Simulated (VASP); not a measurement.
Here is the system:

```
SrVO3
1.0
    3.82378     0.00000     0.00000
    0.00000     3.82378     0.00000
    0.00000     0.00000     3.82378
Sr V O
1 1 3
Direct
  0.00000   0.00000   0.00000
  0.50000   0.50000   0.50000
  0.50000   0.00000   0.50000
  0.00000   0.50000   0.50000
  0.50000   0.50000   0.00000
```

Level of theory: r2SCAN+rVV10, VASP's PBE PAW potentials (set 64) (plane waves; VASP 6.6.1). Settings: 520 eV cut-off, 8×8×8 Γ-centred mesh, first-order Methfessel-Paxton smearing of 0.10 eV, potentials Sr_sv V_sv O.

Q: Predict the energy per atom (σ→0), band gap (on the k-mesh) with the smallest direct gap where there is one.

A: 
```
Quantity                                                     Value
------------------------  ----------------------------------------
band gap (on the k-mesh)  none (metal, semimetal or under 0.01 eV)
energy per atom (σ→0)                              -12.278 eV/atom
```

The absolute energy has meaning only against runs of the same code, potentials and settings.

The compound is SrVO3 in the cubic perovskite structure. It was relaxed first. The run is not spin-polarised, so no magnetic state was tried. The electron count is odd and the run is not spin-polarised, which forces a metal.
